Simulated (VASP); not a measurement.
Output of a VASP run:

### OSZICAR
```
       N       E                     dE             d eps       ncg     rms          rms(c)
DAV:   1     0.842799860284E+02    0.84280E+02   -0.64910E+03   806   0.105E+03
DAV:   2    -0.302883807547E+00   -0.84583E+02   -0.79645E+02   880   0.257E+02
DAV:   3    -0.702574570825E+01   -0.67229E+01   -0.66913E+01   914   0.746E+01
DAV:   4    -0.715592437251E+01   -0.13018E+00   -0.13011E+00   883   0.115E+01
DAV:   5    -0.715922180909E+01   -0.32974E-02   -0.32973E-02  1022   0.175E+00    0.189E+00
RMM:   6    -0.700432742946E+01    0.15489E+00   -0.22575E-01   786   0.303E+00    0.130E+00
RMM:   7    -0.699557326518E+01    0.87542E-02   -0.12566E-01   773   0.194E+00    0.936E-01
RMM:   8    -0.699972677709E+01   -0.41535E-02   -0.12243E-02   832   0.138E+00    0.385E-01
RMM:   9    -0.699823646655E+01    0.14903E-02   -0.21343E-03   886   0.487E-01    0.155E-01
RMM:  10    -0.699822815973E+01    0.83068E-05   -0.79246E-04   837   0.252E-01    0.235E-02
RMM:  11    -0.699826382010E+01   -0.35660E-04   -0.24922E-04   898   0.139E-01    0.548E-02
RMM:  12    -0.699825491211E+01    0.89080E-05   -0.30621E-05   665   0.640E-02
   1 F= -.69982549E+01 E0= -.69982549E+01  d E =-.699825E+01
```

OUTCAR:
```
------------------------ aborting loop because EDIFF is reached ----------------------------------------
  FORCE on cell =-STRESS in cart. coord.  units (eV):
  Direction    XX          YY          ZZ          XY          YZ          ZX
  --------------------------------------------------------------------------------------
  Total       -0.0827967     -0.0827967     -0.0827967      0.0000000      0.0000000      0.0000000
  in kB       -3.0203743     -3.0203743     -3.0203743      0.0000000      0.0000000      0.0000000
  external PRESSURE =      -3.0203743 kB  Pullay stress =       0.0000000 kB
  volume of cell :       43.92
      direct lattice vectors                 reciprocal lattice vectors
     0.000000000  2.800341188  2.800341188    -0.178549672  0.178549672  0.178549672
     2.800341188  0.000000000  2.800341188     0.178549672 -0.178549672  0.178549672
     2.800341188  2.800341188  0.000000000     0.178549672  0.178549672 -0.178549672
  FREE ENERGIE OF THE ION-ELECTRON SYSTEM (eV)
  ---------------------------------------------------
  free  energy   TOTEN  =        -6.9982549121 eV

  energy  without entropy=       -6.9982549121  energy(sigma->0) =       -6.99825491

 reached required accuracy - stopping structural energy minimisation
```
(Selected blocks of OUTCAR.)

POSCAR:
```
NaCl
1
    0.0000000000     2.8003411876     2.8003411876
    2.8003411876     0.0000000000     2.8003411876
    2.8003411876     2.8003411876     0.0000000000
Na Cl
1 1
Direct
  0.0000000000   0.0000000000   0.0000000000
  0.5000000000   0.5000000000   0.5000000000
```

**Question.** Reconstruct the remaining input files.

**Answer.** This is not unique; one that fits is the input of the run itself, PBEsol GGA, plane waves, VASP's PBE PAW potentials (set 64).

### KPOINTS
```
Regular mesh
0
gamma
 9 9 9
0 0 0
```

### INCAR
```
# general
SYSTEM=NaCl
PREC  =Normal
ENCUT =400
LREAL =.False.
LASPH =.True.

# electronic loop
EDIFF =1E-5
NELM  =100
NELMIN=4
ALGO  =Fast

# smearing
ISMEAR=0
SIGMA =0.05

# functional
GGA   =PS

# ions
IBRION=2
NSW   =20
ISIF  =2
EDIFFG=-0.03

# output
LWAVE =.False.
LCHARG=.False.
```

POTCAR, in this order: Na_pv Cl (PBE.64 set). Program: vasp_std.

The compound is NaCl in the rock salt structure. It was relaxed first.
